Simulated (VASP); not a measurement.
# Zn (Zinc): how cutoff and mesh change the relaxed cell, part 2 of 2

How far does the relaxed cell of Zn (Zinc) depend on cutoff and k mesh? The starting structure is a measured crystal structure from the Crystallography Open Database. The first relaxation on each setting starts from this cell expanded by 3 % in volume.

VASP 6.6.1.

Results so far: reference 14.05 Å³ an atom; a cutoff of 280 eV 13.92 Å³ an atom; an 11×11×5 mesh 14.02 Å³ an atom.

The database entry behind the starting cell differs from later determinations by our own check (about 0.3 % long), so it need not match the best structure at ambient conditions.

## (5) Relaxation with a cutoff of 600 eV

Level of this step: PBEsol; plane waves and PAW (Zn) (VASP).

Against step 2 the input has ENCUT = 600. This run starts from the cell of an earlier relaxation, which isn't shown; the restart sets up the plane waves anew.

Input file INCAR:

```
SYSTEM = Zn
PREC = Accurate
ENCUT = 600
EDIFF = 1E-06
NELM = 100
ISMEAR = 1
SIGMA = 0.15
LREAL = .FALSE.
ALGO = Normal
GGA = PS
NBANDS = 18
LORBIT = 11
LWAVE = .FALSE.
LCHARG = .FALSE.
KPAR = 2
IBRION = 2
NSW = 50
ISIF = 3
EDIFFG = -0.004
```

Input file POSCAR:

```
Zn
1.0
    2.5992336839      0.0000000000      0.0000000000
   -1.2996168420      2.2510024007      0.0000000000
    0.0000000000      0.0000000000      4.8955679458
Zn
2
Direct
    0.6666666667      0.3333333333      0.7500000000
    0.3333333333      0.6666666667      0.2500000000
```

Input file KPOINTS:

```
Automatic mesh
0
Gamma
20 20 10
0 0 0
```

The projector-augmented-wave data sets are Zn (PBE family, release 64).

On the command line:

```sh
> mpirun -np 2 vasp_std
```

What it wrote:

```text
[... set-up lines as in an earlier step ...]
 entering main loop
       N       E                     dE             d eps       ncg     rms          rms(c)
DAV:   1     0.111420583205E+03    0.11142E+03   -0.13626E+04  9848   0.236E+03
DAV:   2     0.992637592315E+00   -0.11043E+03   -0.10739E+03  9538   0.314E+02
DAV:   3    -0.347015740100E+01   -0.44628E+01   -0.44447E+01 10716   0.712E+01
DAV:   4    -0.349433142456E+01   -0.24174E-01   -0.24165E-01 10504   0.525E+00
[...]
DAV:   9    -0.316317750295E+01    0.42798E-04   -0.26180E-04 12810   0.231E-01    0.323E-02
DAV:  10    -0.316318159737E+01   -0.40944E-05   -0.22638E-05  9868   0.437E-02    0.289E-03
DAV:  11    -0.316318144949E+01    0.14788E-06   -0.56913E-07  5672   0.122E-02
   1 F= -.31631814E+01 E0= -.31632465E+01  d E =-.316318E+01
[...]
N       E                     dE             d eps       ncg     rms          rms(c)
DAV:   1    -0.316326624990E+01   -0.84653E-04   -0.85382E-04 10226   0.553E-01    0.660E-02
DAV:   2    -0.316319101967E+01    0.75230E-04   -0.26117E-04 10140   0.352E-01    0.216E-02
DAV:   3    -0.316318325018E+01    0.77695E-05   -0.50870E-06 10246   0.358E-02    0.120E-02
DAV:   4    -0.316317986367E+01    0.33865E-05   -0.75277E-07  7512   0.171E-02    0.636E-04
DAV:   5    -0.316317994282E+01   -0.79157E-07   -0.31161E-07  4958   0.634E-03
   2 F= -.31631799E+01 E0= -.31632425E+01  d E =0.150667E-05
 trial-energy change:    0.000002  1 .order   -0.000001   -0.000004    0.000002
 step:   0.7118(harm=  0.7118)  dis= 0.00000  next Energy=    -3.163183 (dE=-0.134E-05)
 reached required accuracy - stopping structural energy minimisation
```

Run time: 2.4 min. Hardware: 2 MPI ranks of AMD EPYC 7R43, shared host; peak memory 0.45 GiB; 4.8 min of CPU time.

From OUTCAR (step 5):

```text
  Total       -0.0029167     -0.0029167     -0.0048706      0.0000000      0.0000000      0.0000000
  in kB       -0.1630687     -0.1630687     -0.2723092      0.0000000      0.0000000      0.0000000
  external PRESSURE =      -0.1994822 kB  Pullay stress =       0.0000000 kB

 POSITION                                       TOTAL-FORCE (eV/Angst)
 -----------------------------------------------------------------------------------
      1.29989      0.75049      3.67191         0.000000     -0.000000      0.000000
     -0.00000      1.50098      1.22397        -0.000000      0.000000     -0.000000
 -----------------------------------------------------------------------------------
    total drift:                               -0.000000      0.000000      0.000000

  FREE ENERGIE OF THE ION-ELECTRON SYSTEM (eV)
  ---------------------------------------------------
  free  energy   TOTEN  =        -3.1631799428 eV

  energy  without entropy=       -3.1633676425  energy(sigma->0) =       -3.16324251

[... 2 parts as in an earlier step ...]

[... 2 further parts left out ...]
[key lines of the parts left out:]
E-fermi :   3.3252
```

With a cutoff of 600 eV the cell ends at 14.329 Å³ an atom, +2.01 % from the reference, a by -1.4 % and c by +5.0 %.

## (6) Relaxation with a 26×26×14 mesh

Against step 2 the input has a 26×26×14 mesh.

Changes to INCAR since step 5:

```diff
@@ -2,3 +2,3 @@
 PREC = Accurate
-ENCUT = 600
+ENCUT = 450
 EDIFF = 1E-06
```

Input file POSCAR:

```
Zn
1.0
    2.6964373629      0.0000000000      0.0000000000
   -1.3482186815      2.3351832560      0.0000000000
    0.0000000000      0.0000000000      5.0151715147
Zn
2
Direct
    0.6666666667      0.3333333333      0.7500000000
    0.3333333333      0.6666666667      0.2500000000
```

Input file KPOINTS:

```
Automatic mesh
0
Gamma
26 26 14
0 0 0
```

On the command line:

```sh
> mpirun -np 2 vasp_std
```

What it wrote:

```text
[... set-up lines as in an earlier step ...]
 entering main loop
       N       E                     dE             d eps       ncg     rms          rms(c)
DAV:   1     0.100855885850E+03    0.10086E+03   -0.11489E+04 20768   0.189E+03
DAV:   2     0.563651129510E+00   -0.10029E+03   -0.97516E+02 20258   0.279E+02
DAV:   3    -0.333965968667E+01   -0.39033E+01   -0.38906E+01 22942   0.638E+01
DAV:   4    -0.335991558520E+01   -0.20256E-01   -0.20251E-01 21996   0.473E+00
[...]
DAV:   9    -0.309057070533E+01    0.33517E-04   -0.22761E-04 26906   0.209E-01    0.371E-02
DAV:  10    -0.309057570514E+01   -0.49998E-05   -0.21285E-05 20780   0.402E-02    0.307E-03
DAV:  11    -0.309057549685E+01    0.20829E-06   -0.65519E-07 11264   0.146E-02
   1 F= -.30905755E+01 E0= -.30906099E+01  d E =-.309058E+01
[... from here on, the cycles between the ionic steps are left out ...]
   2 F= -.31670884E+01 E0= -.31669759E+01  d E =-.765129E-01
   3 F= -.31678941E+01 E0= -.31677919E+01  d E =-.773186E-01
   4 F= -.31678653E+01 E0= -.31677656E+01  d E =-.772898E-01
   5 F= -.31681837E+01 E0= -.31681146E+01  d E =-.318416E-03
   6 F= -.31691391E+01 E0= -.31690995E+01  d E =-.127379E-02
   7 F= -.31709270E+01 E0= -.31709679E+01  d E =-.306171E-02
   8 F= -.31689025E+01 E0= -.31690599E+01  d E =-.103717E-02
   9 F= -.31716378E+01 E0= -.31717994E+01  d E =-.377246E-02
  10 F= -.31716402E+01 E0= -.31718173E+01  d E =-.377484E-02
  11 F= -.31716532E+01 E0= -.31718270E+01  d E =-.378787E-02
  12 F= -.31711657E+01 E0= -.31713276E+01  d E =0.487499E-03
  13 F= -.31716489E+01 E0= -.31718212E+01  d E =0.427529E-05
[...]
hard stop encountered!  aborting job ...
[...]
|     The electronic self-consistency was not achieved in the given           |
[...]
soft stop encountered!  aborting job ...
  14 F= -.31716525E+01 E0= -.31718251E+01  d E =0.517907E-03
 deleting file STOPCAR
```

Wall time 20 min (2 MPI ranks); peak memory 0.57 GiB.

The run was stopped at its time limit, after 14 ionic steps.

## (7) The runs compared

```tsv
run	ended	volume (Å³/atom)	change (%)	pressure left (GPa)	core minutes
reference	converged	14.046	-	-0.03	32.2
a cutoff of 280 eV	converged	13.92	-0.89	0.02	16.7
an 11×11×5 mesh	converged	14.023	-0.17	-0.03	8.64
a cutoff of 600 eV	converged	14.329	2.01	-0.02	12.4
a 26×26×14 mesh	cut off by time	-	-	-	40.6
```

Core minutes are wall time times ranks, summed over the relaxations behind a row (those for a bulk modulus apart), on shared hosts.

## (8) Results

| Quantity | Value |
| --- | --- |
| volume of the reference | 14.05 Å³/atom |
| volume against the reference, a cutoff of 280 eV | -0.89 % |
| volume against the reference, an 11×11×5 mesh | -0.17 % |
| volume against the reference, a cutoff of 600 eV | +2.01 % |

What this shows: The volume moves most with a cutoff of 600 eV: +2.01 %, a by -1.4 % and c by +5.0 % against the reference (450 eV, 20×20×10 mesh). On finer settings it changes by +2.01 % with a cutoff of 600 eV. No finer mesh gave a result. The relaxations stop with up to 0.03 GPa left, which at a bulk modulus of 50 GPa, to name a scale, is 0.06 % of the volume, and more along a soft axis. That understates it: a restart alone still moved the volume by up to 2.6 %. A change this large on a finer setting means that the reference isn't converged, that its relaxation stopped early along a soft direction, or that the runs ended in different electronic states. A cell that shrinks at the lower cutoff is the usual mark of Pulay stress, the error that a plane-wave basis makes when it is kept while the volume changes. No result to use came from a 26×26×14 mesh. Further runs on this material are not shown.

[Lines on the potential files, build, host, timing and source positions are cut from VASP's logs without a mark.]

[Logs are printed without paths, hosts, clocks, repeated set-up lines and the standing remarks that a program may print on its own settings, such as how far it seeks lower states.]

[Hosts, paths, dates, database ids (printed as entryN), source tags and the programs' standing remarks are cut or masked in the printed files.]
